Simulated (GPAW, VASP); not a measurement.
Given: the input of a run of GPAW 26.7.0 (ASE script) on Hf3Be. The cell comes from a database or a generator and needn't be the stable form of this composition.

run.py

```python
from ase import Atoms
from ase.dft.bandgap import bandgap
from ase.io import write
from ase.units import GPa
from gpaw import GPAW, PW

atoms = Atoms(['Hf', 'Hf', 'Hf', 'Be'],
              cell=[[-2.092, 2.092, 4.353046],
                    [2.092, -2.092, 4.353046],
                    [2.092, 2.092, -4.353046]],
              scaled_positions=[[0.5, 0.5, 0.0],
                                [0.25, 0.75, 0.5],
                                [0.75, 0.25, 0.5],
                                [0.0, 0.0, 0.0]],
              pbc=True)

calc = GPAW(mode=PW(800),
            xc='PBE',
            kpts={'size': (9, 9, 9), 'gamma': True},
            occupations={'name': 'fermi-dirac', 'width': 0.05},
            nbands=37,
            convergence={'density': 1e-05, 'energy': 1e-05},
            maxiter=150,
            txt='gpaw.txt')
atoms.calc = calc
energy = atoms.get_potential_energy()
forces = atoms.get_forces()
stress = atoms.get_stress()
calc.write('gs.gpw')
write('result.traj', atoms)
print(f'Energy: {energy:.6f} eV')
print('Forces (eV/A):')
print(forces.round(4))
print('Stress (GPa):', (stress / GPa).round(3))
print('Fermi level:', round(calc.get_fermi_level(), 4), 'eV')
print(f'Gap: {bandgap(calc)[0]:.4f} eV, direct: {bandgap(calc, direct=True)[0]:.4f} eV')
```

Potentials or basis: GPAW PAW data sets (gpaw-data 1.2.1), pw.

Run with:

```console
$ OMP_NUM_THREADS=1 python run.py
```

Problem. Translate it to VASP 6.6.1. Potentials or basis there: PBE PAW files Be, Hf_pv, 520 eV.

Solution. As run (cutoffs and basis follow the program's own potentials, and thresholds, step limits or extra output files can differ):

Contents of INCAR:

```
SYSTEM = Hf3Be
PREC = Accurate ; ENCUT = 520
EDIFF = 1E-7 ; ISMEAR = -1
SIGMA = 0.05 ; LREAL = .False.
LASPH = .True. ; NELM = 100
ALGO = Normal ; ISIF = 2
LWAVE = .False. ; LCHARG = .True.
GGA = PE ; LELF = .True.
LVHAR = .True. ; NBANDS = 24
```

KPOINTS

```
Automatic mesh
0
Gamma
  9 9 9
  0 0 0
```

Contents of POSCAR:

```
Hf3Be
1.0
   -2.0920000000      2.0920000000      4.3530460000
    2.0920000000     -2.0920000000      4.3530460000
    2.0920000000      2.0920000000     -4.3530460000
Hf Be
3 1
Direct
    0.5000000000      0.5000000000      0.0000000000
    0.2500000000      0.7500000000      0.5000000000
    0.7500000000      0.2500000000      0.5000000000
    0.0000000000      0.0000000000      0.0000000000
```

Potentials or basis: VASP PAW PBE potentials, release 64 (Hf_pv, Be).

The run is started by

```sh
$ cat potpaw_PBE.64/Hf_pv/POTCAR potpaw_PBE.64/Be/POTCAR > POTCAR
$ mpirun -np 1 vasp_std > vasp.out
```

Both were run:

|  | GPAW | VASP |
| --- | --- | --- |
| Pressure | 0.5 GPa | -0.3 GPa |

The potentials hold 38 and 32 valence electrons a cell.

Pressure is positive in compression.
